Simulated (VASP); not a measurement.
VASP input:

POSCAR:
```
LiMgBN2
1
   -1.8933393497     1.8933393497     4.4211129216
    1.8933393497    -1.8933393497     4.4211129216
    1.8933393497     1.8933393497    -4.4211129216
Li Mg B N
1 1 1 2
Direct
  0.2500000000   0.7500000000   0.5000000000
  0.7500000000   0.2500000000   0.5000000000
  0.5000000000   0.5000000000   0.0000000000
  0.6519842682   0.6519842682   1.0000000000
  0.3480157318   0.3480157318   1.0000000000
```

### KPOINTS
```
Regular mesh
0
G
 7 7 7
```

INCAR:
```
# general
SYSTEM =LiMgBN2
PREC   =Accurate
ENCUT  =520
LREAL  =.False.
LASPH  =.True.

# electronic loop
EDIFF  =1E-6
NELM   =100
ALGO   =Normal
LMIXTAU=.True.

# smearing
ISMEAR =0
SIGMA  =0.05

# functional
METAGGA=R2SCAN

# ions
IBRION =2
NSW    =60
ISIF   =3
EDIFFG =-0.02

# output
LWAVE  =.False.
LCHARG =.False.
```

POTCAR, in this order: Li_sv Mg B N (PBE.64 set). Program: vasp_std.

Task: Translate this r2SCAN calculation to Ansatz.

Result: One equivalent input (not run):
Ansatz 0.2 input:
```yaml
crystal:
  lattice:
    - [-1.8933393, 1.8933393, 4.4211129]
    - [1.8933393, -1.8933393, 4.4211129]
    - [1.8933393, 1.8933393, -4.4211129]
  atoms:
    - { symbol: Li, position: [0.2500000, 0.7500000, 0.5000000] }
    - { symbol: Mg, position: [0.7500000, 0.2500000, 0.5000000] }
    - { symbol: B, position: [0.5000000, 0.5000000, 0.0000000] }
    - { symbol: N, position: [0.6519843, 0.6519843, 1.0000000] }
    - { symbol: N, position: [0.3480157, 0.3480157, 1.0000000] }
kpoints:
  mp_grid: { grid: [7, 7, 7] }
hamiltonian:
  xc: r2scan
  pseudopotentials: { kind: paw }
scf:
  occupations: { method: gaussian, width: 0.05 }
  max_iter: 100
relax:
  max_steps: 60
  f_tol: 0.02
  cell: {}
output: { forces: true, stress: true, eigenvalues: true }
```
The two are equivalent in intent, not identical: each code has its own PAW files, so the cut-off isn't converted (ENCUT is set for VASP's; basis.ecutwfc is left out, and Ansatz then takes the one that its files recommend); Ansatz stops its SCF on the density residual and VASP on the energy change (EDIFF).

The structure comes from a computed database's LiMgBN2 entry (I-4m2); how it stands against other phases isn't given here. This run relaxes it. Symmetry was kept, so distortions that lower it aren't found. The start is the result of an earlier pass.
